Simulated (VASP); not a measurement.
A convergence study with VASP on BAs (zinc blende): one setting is varied, all else stays as given below, so the limit is that of these other settings. ε∞ is the independent-particle value.

```yaml
crystal:
  lattice:
    - [0.00000, 2.39000, 2.39000]
    - [2.39000, 0.00000, 2.39000]
    - [2.39000, 2.39000, 0.00000]
  atoms:
    - { symbol: B, position: [0.00000, 0.00000, 0.00000] }
    - { symbol: As, position: [0.25000, 0.25000, 0.25000] }
```

All values below come from PBE GGA, VASP's PBE PAW potentials (set 64) (plane waves; VASP). The tightest run used: 700 eV cut-off, 8×8×8 Γ-centred mesh, Gaussian smearing of 0.050 eV, potentials B As.

The settings run are NBANDS = 5; NBANDS = 6; NBANDS = 8; NBANDS = 12; NBANDS = 20; NBANDS = 36; NBANDS = 68; NBANDS = 132. From which on does the mean ε∞ stay within 0.3  of the tightest run?

From NBANDS = 8 on: it is off by 0.22 there and by no more than 0.3 in any finer run, while NBANDS = 6 is off by 1.33.
```json
[
 {"setting": "NBANDS = 5", "mean ε∞": "7.50", "bands": "5", "difference judged ()": "2.99"},
 {"setting": "NBANDS = 6", "mean ε∞": "9.16", "bands": "6", "difference judged ()": "1.33"},
 {"setting": "NBANDS = 8", "mean ε∞": "10.27", "bands": "8", "difference judged ()": "0.22"},
 {"setting": "NBANDS = 12", "mean ε∞": "10.45", "bands": "12", "difference judged ()": "0.04"},
 {"setting": "NBANDS = 20", "mean ε∞": "10.47", "bands": "20", "difference judged ()": "0.02"},
 {"setting": "NBANDS = 36", "mean ε∞": "10.48", "bands": "36", "difference judged ()": "0.02"},
 {"setting": "NBANDS = 68", "mean ε∞": "10.48", "bands": "68", "difference judged ()": "0.01"},
 {"setting": "NBANDS = 132", "mean ε∞": "10.49", "bands": "132", "difference judged ()": "0.00"}
]
```

Left out are rungs that failed or repeat a setting and relaxations that didn't move; long series are thinned to 24 rows.

The compound is BAs in the zinc blende structure. The cell was not relaxed at this level.
